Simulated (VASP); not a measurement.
A convergence study with VASP on Sc (space group P6_3/mmc): one setting is varied, all else stays as given below, so the limit is that of these other settings.

```yaml
crystal:
  lattice:
    - [1.65996, -2.87514, 0.00000]
    - [1.65996, 2.87514, 0.00000]
    - [0.00000, 0.00000, 5.28581]
  atoms:
    - { symbol: Sc, position: [0.33333, 0.66667, 0.25000] }
    - { symbol: Sc, position: [0.66667, 0.33333, 0.75000] }
```

All values below come from PBE GGA, VASP's PBE PAW potentials (set 64) (plane waves; VASP 6.6.1). The tightest run used: 450 eV cut-off, 11×11×6 Γ-centred mesh, Fermi-Dirac smearing of 0.10 eV, potentials Sc_sv.

Q: The settings run are ENCUT = 150; ENCUT = 180; ENCUT = 210; ENCUT = 255; ENCUT = 360; ENCUT = 450. From which on does the highest Γ mode stay within 5 cm⁻¹ of the tightest run?

A: From ENCUT = 180 on: it is off by 0.8 there and by no more than 5 in any finer run, while ENCUT = 150 is off by 36.6.
| setting | highest Γ mode (cm⁻¹) | plane waves | difference judged (cm⁻¹) |
|---|---|---|---|
| ENCUT = 150 | 241.0 | 222 | 36.6 |
| ENCUT = 180 | 203.6 | 288 | 0.8 |
| ENCUT = 210 | 205.4 | 360 | 1.0 |
| ENCUT = 255 | 203.6 | 494 | 0.8 |
| ENCUT = 360 | 203.9 | 808 | 0.6 |
| ENCUT = 450 | 204.5 | 1110 | 0.0 |

Left out are rungs that failed or repeat a setting and relaxations that didn't move; long series are thinned to 24 rows.

The structure is a typed Sc crystal (space group no. 194). The cell was not relaxed at this level.
